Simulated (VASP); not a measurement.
Method: LDA (Ceperley-Alder, Perdew-Zunger) with spin-orbit coupling, VASP's LDA PAW potentials (set 64) (plane waves; VASP).

Input for VASP

### KPOINTS
```
kpoints
0
gamma
  6 6 6
```

### POSCAR
```
InSe
1
    2.0000000000     1.1547010000     8.4400000000
   -2.0000000000     1.1547010000     8.4400000000
    0.0000000000    -2.3094010000     8.4400000000
Se In
2 2
Direct
  0.6165000000   0.6165000000   0.6165000000
  0.8281000000   0.8281000000   0.8281000000
  0.0000000000   0.0000000000   0.0000000000
  0.1114000000   0.1114000000   0.1114000000
```

### INCAR
```
# general
SYSTEM       =InSe
PREC         =Accurate
ENCUT        =300
LREAL        =.FALSE.
LASPH        =.TRUE.

# electronic loop
EDIFF        =1E-6
NELM         =100
ALGO         =Normal
LMAXMIX      =4

# smearing
ISMEAR       =-1
SIGMA        =0.05

# functional
GGA_COMPAT   =.FALSE.

# spin
MAGMOM       =12*0.0
LSORBIT      =.TRUE.
LNONCOLLINEAR=.TRUE.

# ions
ISIF         =2

# output
LWAVE        =.FALSE.
LCHARG       =.FALSE.
LORBIT       =11
```

POTCAR, in this order: Se In_d (LDA.64 set). Program: vasp_ncl.

The resulting files:

### OSZICAR
```
       N       E                     dE             d eps       ncg     rms          rms(c)
DAV:   1     0.318596442429E+03    0.31860E+03   -0.12557E+04  5152   0.125E+03
DAV:   2     0.266279223571E+02   -0.29197E+03   -0.28372E+03  5368   0.373E+02
DAV:   3    -0.148195873826E+02   -0.41448E+02   -0.40288E+02  6258   0.166E+02
DAV:   4    -0.171524094445E+02   -0.23328E+01   -0.23191E+01  6174   0.396E+01
DAV:   5    -0.172463301259E+02   -0.93921E-01   -0.93886E-01  7768   0.722E+00    0.711E+00
DAV:   6    -0.167971570100E+02    0.44917E+00   -0.79969E-01  6890   0.172E+01    0.439E+00
DAV:   7    -0.167582861728E+02    0.38871E-01   -0.39074E-01  7300   0.477E+00    0.126E+00
DAV:   8    -0.167530869200E+02    0.51993E-02   -0.31223E-02  7026   0.227E+00    0.818E-01
DAV:   9    -0.167520951302E+02    0.99179E-03   -0.58202E-03  7348   0.542E-01    0.398E-01
DAV:  10    -0.167516735373E+02    0.42159E-03   -0.90224E-04  7866   0.464E-01    0.122E-01
DAV:  11    -0.167516889001E+02   -0.15363E-04   -0.18060E-04  7656   0.144E-01    0.526E-02
DAV:  12    -0.167516901114E+02   -0.12113E-05   -0.26185E-05  7904   0.443E-02    0.277E-02
DAV:  13    -0.167516898732E+02    0.23820E-06   -0.49844E-06  5916   0.153E-02
   1 F= -.16751690E+02 E0= -.16751509E+02  d E =-.360839E-03  mag=     0.0000     0.0000    -0.0000
```

**OUTCAR**
```
------------------------ aborting loop because EDIFF is reached ----------------------------------------
  FORCE on cell =-STRESS in cart. coord.  units (eV):
  Direction    XX          YY          ZZ          XY          YZ          ZX
  --------------------------------------------------------------------------------------
  Total       -0.8324021     -0.8324023     -1.7781318      0.0000000     -0.0000001      0.0000000
  in kB      -11.4038281    -11.4038306    -24.3602323      0.0000000     -0.0000010      0.0000000
  external PRESSURE =     -15.7226304 kB  Pullay stress =       0.0000000 kB
  volume of cell :      116.95
      direct lattice vectors                 reciprocal lattice vectors
     2.000000000  1.154701000  8.440000000     0.250000000  0.144337551  0.039494465
    -2.000000000  1.154701000  8.440000000    -0.250000000  0.144337551  0.039494465
     0.000000000 -2.309401000  8.440000000     0.000000000 -0.288675103  0.039494482
 POSITION                                       TOTAL-FORCE (eV/Angst)
 -----------------------------------------------------------------------------------
      0.00000      0.00000     15.60978         0.000000      0.000000      0.053805
      0.00000      0.00000     20.96749         0.000000     -0.000000     -0.036861
      0.00000      0.00000      0.00000         0.000000      0.000000      0.237244
      0.00000      0.00000      2.82065         0.000000     -0.000000     -0.254188
 -----------------------------------------------------------------------------------
    total drift:                               -0.000000     -0.000005      0.001013
  FREE ENERGIE OF THE ION-ELECTRON SYSTEM (eV)
  ---------------------------------------------------
  free  energy   TOTEN  =       -16.7516898732 eV

  energy  without entropy=      -16.7513290342  energy(sigma->0) =      -16.75150945

 total charge

# of ion       s       p       d       tot
------------------------------------------
    1        1.479   2.325   0.024   3.827
    2        1.478   2.326   0.024   3.828
    3        0.874   0.680   9.874  11.428
    4        0.874   0.682   9.875  11.430
--------------------------------------------------
tot          4.704   6.012  19.797  30.512

 magnetization (x)

# of ion       s       p       d       tot
------------------------------------------
    1        0.000   0.000   0.000   0.000
    2        0.000   0.000  -0.000   0.000
    3        0.000   0.000   0.000   0.000
    4        0.000  -0.000  -0.000  -0.000
--------------------------------------------------
tot          0.000   0.000  -0.000   0.000

 magnetization (y)

# of ion       s       p       d       tot
------------------------------------------
    1        0.000   0.000   0.000   0.000
    2        0.000   0.000   0.000   0.000
    3        0.000   0.000   0.000   0.000
    4        0.000   0.000   0.000   0.000
--------------------------------------------------
tot          0.000   0.000   0.000   0.000

 magnetization (z)

# of ion       s       p       d       tot
------------------------------------------
    1        0.000   0.000   0.000   0.000
    2        0.000   0.000   0.000   0.000
    3        0.000   0.000   0.000   0.000
    4        0.000   0.000   0.000   0.000
--------------------------------------------------
tot          0.000   0.000   0.000   0.000

 Ion:    1  E_soc:     -0.0438716

 Ion:    2  E_soc:     -0.0438320

 Ion:    3  E_soc:     -0.0737329

 Ion:    4  E_soc:     -0.0737804
```
(Selected blocks of OUTCAR.)

**OUTCAR**
```
 val. band max:        3.9769472157   @ k =   0.5000   0.5000   0.5000

 cond. band min:       4.1766035791   @ k =   0.5000   0.5000   0.5000


 Fermi energy:         4.0781173083

 k-point     1 :       0.0000    0.0000    0.0000
  band No.  band energies     occupation
      1     -11.0772      1.00000
      2     -11.0772      1.00000
      3     -11.0339      1.00000
      4     -11.0339      1.00000
      5     -11.0195      1.00000
      6     -11.0195      1.00000
      7     -10.9850      1.00000
      8     -10.9850      1.00000
      9     -10.2503      1.00000
     10     -10.2503      1.00000
     11     -10.2094      1.00000
     12     -10.2094      1.00000
     13     -10.2078      1.00000
     14     -10.2078      1.00000
     15     -10.1479      1.00000
     16     -10.1479      1.00000
     17     -10.0969      1.00000
     18     -10.0969      1.00000
     19     -10.0330      1.00000
     20     -10.0330      1.00000
     21      -9.6445      1.00000
     22      -9.6445      1.00000
     23      -9.2247      1.00000
     24      -9.2247      1.00000
     25      -2.4153      1.00000
     26      -2.4153      1.00000
     27       0.4337      1.00000
     28       0.4337      1.00000
     29       2.2465      1.00000
     30       2.2465      1.00000
     31       2.5775      1.00000
     32       2.5775      1.00000
     33       2.6075      1.00000
     34       2.6075      1.00000
     35       2.7824      1.00000
     36       2.7824      1.00000
     37       2.8799      1.00000
     38       2.8799      1.00000
     39       5.5041      0.00000
     40       5.5041      0.00000
     41       5.8547      0.00000
     42       5.8547      0.00000
     43       8.0442      0.00000
     44       8.0442      0.00000
     45       8.4199      0.00000
     46       8.4199      0.00000

 k-point     2 :       0.1667    0.0000    0.0000
  band No.  band energies     occupation
      1     -11.1081      1.00000
      2     -11.1048      1.00000
...
```

At this cut-off the stress carries a Pulay error, which pulls relaxed volumes low.

The structure comes from a measured InSe entry of the Crystallography Open Database, whose conditions weren't checked. The cell was not relaxed at this level. The run is one of a series of settings (GGA_COMPAT = .FALSE., LNONCOLLINEAR = .TRUE., LSORBIT = .TRUE., MAGMOM = 0.0 0.0 0.0 0.0 0.0 0.0 0.0 0.0 0.0 0.0 0.0 0.0, program vasp_ncl against the base run), some of them coarse on purpose.
